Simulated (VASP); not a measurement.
Level of theory: LDA (Ceperley-Alder, Perdew-Zunger), VASP's LDA PAW potentials (set 64) (plane waves; VASP).

Input for VASP

**POSCAR**
```
Pt
1
    0.0000000000     1.9290147638     1.9290147638
    1.9290147638    -0.0000000000     1.9290147638
    1.9290147638     1.9290147638    -0.0000000000
Pt
1
Direct
  0.0000000000   0.0000000000   0.0000000000
```

INCAR:
```
ALGO = Normal
EDIFF = 1E-6
EDIFFG = -0.02
ENCUT = 500
IBRION = 2
ISIF = 3
ISMEAR = 1
LASPH = .True.
LCHARG = .False.
LMAXMIX = 6
LREAL = .False.
LWAVE = .False.
NELM = 100
NSW = 40
PREC = Accurate
PSTRESS = 100
SIGMA = 0.1
SYSTEM = Pt
```

**KPOINTS**
```
Automatic mesh
0
Gamma
16 16 16
0 0 0
```

POTCAR, in this order: Pt (LDA.64 set). Program: vasp_std.

The resulting files:

### OSZICAR
```
       N       E                     dE             d eps       ncg     rms          rms(c)
DAV:   1     0.356294476984E+02    0.35629E+02   -0.54668E+03  2762   0.100E+03
DAV:   2    -0.749673582263E+01   -0.43126E+02   -0.41287E+02  2751   0.188E+02
DAV:   3    -0.792018056055E+01   -0.42344E+00   -0.41864E+00  3109   0.191E+01
DAV:   4    -0.792149438772E+01   -0.13138E-02   -0.13138E-02  2977   0.112E+00
DAV:   5    -0.792150270838E+01   -0.83207E-05   -0.83222E-05  3013   0.810E-02    0.153E+01
DAV:   6    -0.754658750797E+01    0.37492E+00   -0.91463E-01  2670   0.875E+00    0.791E+00
DAV:   7    -0.749539497119E+01    0.51193E-01   -0.17774E-01  2767   0.369E+00    0.264E+00
DAV:   8    -0.749041732277E+01    0.49776E-02   -0.71417E-03  2765   0.920E-01    0.511E-01
DAV:   9    -0.749028114268E+01    0.13618E-03   -0.92175E-05  2786   0.109E-01    0.394E-02
DAV:  10    -0.749028267464E+01   -0.15320E-05   -0.24249E-06  2980   0.130E-02    0.276E-03
DAV:  11    -0.749028269707E+01   -0.22425E-07   -0.53875E-08  1419   0.254E-03
   1 F= -.65942454E+01 E0= -.65940491E+01  d E =-.659425E+01
```

**OUTCAR**
```
------------------------ aborting loop because EDIFF is reached ----------------------------------------
  FORCE on cell =-STRESS in cart. coord.  units (eV):
  Direction    XX          YY          ZZ          XY          YZ          ZX
  --------------------------------------------------------------------------------------
  Total        0.8852254      0.8852254      0.8852254      0.0000000     -0.0000000     -0.0000000
  in kB       98.7933717     98.7933717     98.7933717      0.0000000     -0.0000000     -0.0000000
  external PRESSURE =      -1.2066283 kB  Pullay stress =     100.0000000 kB
  volume of cell :       14.36
      direct lattice vectors                 reciprocal lattice vectors
     0.000000000  1.929014764  1.929014764    -0.259199675  0.259199675  0.259199675
     1.929014764  0.000000000  1.929014764     0.259199675 -0.259199675  0.259199675
     1.929014764  1.929014764  0.000000000     0.259199675  0.259199675 -0.259199675
 POSITION                                       TOTAL-FORCE (eV/Angst)
 -----------------------------------------------------------------------------------
      0.00000      0.00000      0.00000        -0.000000     -0.000000     -0.000000
 -----------------------------------------------------------------------------------
    total drift:                                0.000000     -0.000000     -0.000000
  FREE ENERGIE OF THE ION-ELECTRON SYSTEM (eV)
  ---------------------------------------------------
  free  energy   TOTEN  =        -7.4902826971 eV

  energy  without entropy=       -7.4896935795  energy(sigma->0) =       -7.49008632
  enthalpy is  TOTEN    =        -6.5942454400 eV   P V=        0.8960372570

 reached required accuracy - stopping structural energy minimisation
```
(Selected blocks of OUTCAR.)

The compound is Pt in the fcc structure. It was relaxed first under an external pressure of 10 GPa.
